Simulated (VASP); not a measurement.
Data:

```
CELL_PARAMETERS angstrom
      0.00000     1.93988     1.93988
      1.93988     0.00000     1.93988
      1.93988     1.93988     0.00000
ATOMIC_POSITIONS crystal
  P  0.00000 0.00000 0.00000
```

Method: SCAN meta-GGA, VASP's PBE PAW potentials (set 64) (plane waves; VASP). Run with 400 eV cut-off, 11×11×11 Γ-centred mesh, Gaussian smearing of 0.050 eV, potentials P.

**Question.** Give the stress tensor in GPa (positive for a compressed cell).

**Answer.** 
```
-1.92   0.00   0.00
 0.00  -1.92   0.00
 0.00   0.00  -1.92
```
The pressure is its mean diagonal, -1.92 GPa.

The structure was generated: P was put into the fcc type (Fm-3m), which need not be its known phase. The cell was not relaxed at this level. The run is one of a series of settings (GGA removed, LMIXTAU = .TRUE., METAGGA = SCAN against the base run), some of them coarse on purpose.
